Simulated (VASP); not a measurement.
An input for Ansatz (written as the equivalent of a VASP run, and not itself run):

Ansatz 0.2 input:
```yaml
crystal:
  lattice:
    - [0.0000000, 2.4278586, 2.4278586]
    - [2.4278586, 0.0000000, 2.4278586]
    - [2.4278586, 2.4278586, 0.0000000]
  atoms:
    - { symbol: N, position: [0.0000000, 0.0000000, 0.0000000] }
    - { symbol: Y, position: [0.5000000, 0.5000000, 0.5000000] }
kpoints:
  mp_grid: { grid: [9, 9, 9] }
hamiltonian:
  xc: pbesol
  pseudopotentials: { kind: paw }
scf:
  occupations: { method: gaussian, width: 0.05 }
  max_iter: 100
relax:
  max_steps: 60
  f_tol: 0.01
  cell: {}
output: { forces: true, stress: true, eigenvalues: true }
```

Problem. Translate this input to VASP (INCAR, KPOINTS, POSCAR, choice of POTCAR).

Solution. Several could match; the one computed here: 
KPOINTS:
```
Automatic mesh
0
Gamma
9 9 9
0 0 0
```

**POSCAR**
```
YN
1.0
  0.0000000000   2.4278585937   2.4278585937
  2.4278585937   0.0000000000   2.4278585937
  2.4278585937   2.4278585937   0.0000000000
N Y
1 1
Cart
  0.0000000000   0.0000000000   0.0000000000
  2.4278585937   2.4278585937   2.4278585937
```

INCAR:
```
SYSTEM = YN
PREC = Accurate; ENCUT = 520; LREAL = F
LASPH = T
EDIFF = 1E-6; NELM = 100; ALGO = Normal
LMAXMIX = 4
ISMEAR = 0; SIGMA = 0.05
GGA = PS
IBRION = 2; NSW = 60; ISIF = 3
EDIFFG = -0.01
LWAVE = F; LCHARG = F
```

POTCAR, in this order: N Y_sv (PBE.64 set). Program: vasp_std.

What does not carry over: each code has its own PAW files, so the cut-off isn't converted (ENCUT is set for VASP's; basis.ecutwfc is left out, and Ansatz then takes the one that its files recommend); Ansatz stops its SCF on the density residual and VASP on the energy change (EDIFF).

The structure comes from a measured YN entry (Fm-3m) of the Crystallography Open Database, whose conditions weren't checked. It was relaxed first. The start is the result of an earlier pass.
